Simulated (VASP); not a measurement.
Here is the system:

```yaml
crystal:
  lattice:
    - [5.08037, 0.00000, 0.00000]
    - [0.00000, 5.08037, 0.00000]
    - [0.00000, 0.00000, 3.46729]
  atoms:
    - { symbol: Pb, position: [0.00000, 0.00000, 0.00000] }
    - { symbol: Pb, position: [0.50000, 0.50000, 0.50000] }
    - { symbol: O, position: [0.30743, 0.30743, 0.00000] }
    - { symbol: O, position: [0.69257, 0.69257, 0.00000] }
    - { symbol: O, position: [0.19257, 0.80743, 0.50000] }
    - { symbol: O, position: [0.80743, 0.19257, 0.50000] }
```

Computed with LDA (Ceperley-Alder, Perdew-Zunger), VASP's LDA PAW potentials (set 64) (plane waves; VASP). Numerical set-up: 400 eV cut-off, 5×5×8 Γ-centred mesh, Fermi-Dirac smearing of 0.14 eV, potentials Pb_d O.

At this cut-off the stress carries a Pulay error, which pulls relaxed volumes low.

Q: Which forces act on the atoms, in eV/Å?

A: 
```csv
atom,Fx,Fy,Fz
Pb1,0.000,0.000,0.000
Pb2,0.000,0.000,0.000
O3,0.099,0.099,0.000
O4,-0.099,-0.099,0.000
O5,-0.099,0.099,0.000
O6,0.099,-0.099,0.000
```

Q: Give the stress tensor in GPa (positive for a compressed cell).

A: 
```
-13.31    0.00    0.00
  0.00  -13.31    0.00
  0.00    0.00  -15.22
```
The pressure is its mean diagonal, -13.95 GPa.

The structure comes from a computed database's PbO2 entry; how it stands against other phases isn't given here. The cell was not relaxed at this level.
